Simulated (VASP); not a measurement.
These are PBEsol GGA, VASP's PBE PAW potentials (set 64) (plane waves; VASP) values and carry that method's errors.

Input for VASP

File KPOINTS:
```
k-points along high-symmetry lines
10
Line-mode
Reciprocal
  0.000000   0.000000   0.000000 ! GAMMA
  0.000000   0.000000   0.500000 ! X

  0.000000   0.000000   0.500000 ! X
  0.250000   0.250000   0.250000 ! P

  0.250000   0.250000   0.250000 ! P
  0.000000   0.500000   0.000000 ! N

  0.000000   0.500000   0.000000 ! N
  0.000000   0.000000   0.000000 ! GAMMA

  0.000000   0.000000   0.000000 ! GAMMA
  0.500000   0.500000  -0.500000 ! M

  0.500000   0.500000  -0.500000 ! M
  0.389989   0.610011  -0.389989 ! S

 -0.389989   0.389989   0.389989 ! S_0
  0.000000   0.000000   0.000000 ! GAMMA

  0.000000   0.000000   0.500000 ! X
 -0.279977   0.279977   0.500000 ! R

  0.500000   0.500000  -0.279977 ! G
  0.500000   0.500000  -0.500000 ! M
```

### INCAR
```
! general
SYSTEM   =  TiH2
PREC     =  Accurate
ENCUT    =  400
LREAL    =  F
LASPH    =  T
ICHARG   =  11

! electronic loop
EDIFF    =  1E-7
NELM     =  100
ALGO     =  Normal
LMAXMIX  =  4

! smearing
ISMEAR   =  0
SIGMA    =  0.05

! functional
GGA      =  PS

! output
LWAVE    =  F
LCHARG   =  F
LORBIT   =  11
```

File POSCAR:
```
TiH2
1
   -1.5834249312     1.5834249312     2.0666250025
    1.5834249312    -1.5834249312     2.0666250025
    1.5834249312     1.5834249312    -2.0666250025
H Ti
2 1
Direct
  0.7500000000   0.2500000000   0.5000000000
  0.2500000000   0.7500000000   0.5000000000
  0.0000000000   0.0000000000   0.0000000000
```

POTCAR, in this order: H Ti_sv (PBE.64 set). Program: vasp_std. Read from the step before: CHGCAR.

The resulting files:

File OUTCAR:
```
 ion  position               nearest neighbor table
   1  0.750  0.250  0.500-   3 1.89   3 1.89   3 1.89   3 1.89
   2  0.250  0.750  0.500-   3 1.89   3 1.89   3 1.89   3 1.89
   3  0.000  0.000  0.000-   1 1.89   2 1.89   1 1.89   2 1.89   1 1.89   2 1.89   1 1.89   2 1.89
  LATTYP: Found a body centered tetragonal cell.
 ALAT       =     3.1668498624
 C/A-ratio  =     1.3051613384
 Subroutine PRICEL returns:
 Original cell was already a primitive cell.
 Subroutine GETGRP returns: Found 16 space group operations
The static configuration has the point symmetry D_4h.
The dynamic configuration has the point symmetry D_4h.
 Subroutine INISYM returns: Found 16 space group operations
   k-points           NKPTS =     90   k-points in BZ     NKDIM =     90   number of bands    NBANDS=     11
   number of dos      NEDOS =    301   number of ions     NIONS =      3
   total plane-waves  NPLWV =   8000
   dimension x,y,z NGX =    20 NGY =   20 NGZ =   20
   dimension x,y,z NGXF=    40 NGYF=   40 NGZF=   40
   ions per type =               2   1
   PREC   = accura    normal or accurate (medium, high low for compatibility)
   ISTART =      0    job   : 0-new  1-cont  2-samecut
   ICHARG =     11    charge: 1-file 2-atom 10-const
   ISPIN  =      1    spin polarized calculation?
   LNONCOLLINEAR =      F non collinear calculations
   LSORBIT =      F    spin-orbit coupling
   INIWAV =      1    electr: 0-lowe 1-rand  2-diag
   ENCUT  =  400.0 eV  29.40 Ry    5.42 a.u.   4.97  4.97  4.97*2*pi/ulx,y,z
   NELM   =    100;   NELMIN=  2; NELMDL= -5     # of ELM steps
   EDIFF  = 0.1E-06   stopping-criterion for ELM
   LREAL  =      F    real-space projection
   NLSPLINE    = F    spline interpolate recip. space projectors
   LMAXMIX     =    4 max onsite mixed and CHGCAR
   VOSKOWN=      0    Vosko Wilk Nusair interpolation
   EDIFFG = 0.1E-05   stopping-criterion for IOM
   NSW    =      0    number of steps for IOM
   NBLOCK =      1;   KBLOCK =      1    inner block; outer block
   IBRION =     -1    ionic relax: 0-MD 1-quasi-New 2-CG
   NFREE  =      0    steps in history (QN), initial steepest desc. (CG)
   ISIF   =      2    stress and relaxation
   ISYM   =      2    0-nonsym 1-usesym 2-fastsym
...
```

OSZICAR:
```
       N       E                     dE             d eps       ncg     rms          rms(c)
DAV:   1     0.795740371213E+02    0.79574E+02   -0.68157E+03  1983   0.129E+03
DAV:   2    -0.121548563680E+02   -0.91729E+02   -0.89194E+02  2073   0.317E+02
DAV:   3    -0.165415235096E+02   -0.43867E+01   -0.43173E+01  2692   0.739E+01
DAV:   4    -0.166536727050E+02   -0.11215E+00   -0.11185E+00  2425   0.102E+01
DAV:   5    -0.166570551123E+02   -0.33824E-02   -0.33822E-02  2667   0.141E+00
DAV:   6    -0.166571357954E+02   -0.80683E-04   -0.80683E-04  2509   0.164E-01
DAV:   7    -0.166571391193E+02   -0.33239E-05   -0.33227E-05  2687   0.230E-02
DAV:   8    -0.166571392646E+02   -0.14535E-06   -0.14586E-06  1836   0.339E-03
DAV:   9    -0.166571392712E+02   -0.65513E-08   -0.74583E-08  1376   0.771E-04
   1 F= -.16657139E+02 E0= -.16656112E+02  d E =-.205464E-02
```

File OUTCAR:
```
 val. band max:        8.0477074120   @ k =   0.0000   0.0000   0.2222

 cond. band min:       8.0680102196   @ k =   0.0000   0.1111   0.0000



 k-point     1 :       0.0000    0.0000    0.0000
  band No.  band energies     occupation
      1     -48.8306      2.00000
      2     -24.9968      2.00000
      3     -24.9968      2.00000
      4     -24.9661      2.00000
      5      -2.6208      2.00000
      6       7.6900      2.00000
      7       7.6900      2.00000
      8       8.0827      0.47247
      9       8.9253      0.00000
     10       9.3606      0.00000
     11       9.9445      0.00000

 k-point     2 :       0.0000    0.0000    0.0556
  band No.  band energies     occupation
      1     -48.8279      2.00000
      2     -25.0117      2.00000
      3     -25.0000      2.00000
      4     -24.9713      2.00000
      5      -2.5191      2.00000
      6       6.9839      2.00000
      7       7.7517      2.00000
      8       8.1246      0.05698
      9       9.3042      0.00000
     10       9.7025      0.00000
     11       9.9251      0.00000

 k-point     3 :       0.0000    0.0000    0.1111
  band No.  band energies     occupation
      1     -48.8200      2.00000
      2     -25.0542      2.00000
      3     -25.0092      2.00000
      4     -24.9860      2.00000
      5      -2.2183      2.00000
      6       5.9762      2.00000
      7       7.9349      1.99946
      8       8.2504      0.00000
      9       9.0811      0.00000
     10       9.9229      0.00000
     11      10.9159      0.00000

 k-point     4 :       0.0000    0.0000    0.1667
  band No.  band energies     occupation
      1     -48.8082      2.00000
      2     -25.1184      2.00000
      3     -25.0234      2.00000
      4     -25.0084      2.00000
      5      -1.7331      2.00000
      6       5.0399      2.00000
      7       8.2356      0.00000
      8       8.4594      0.00000
      9       8.6472      0.00000
     10       9.9924      0.00000
...
```

The density is held fixed in this step, so its total energy and stress have no physical meaning.

The structure comes from a measured TiH2 entry (I4/mmm) of the Crystallography Open Database, whose conditions weren't checked. It was relaxed first.
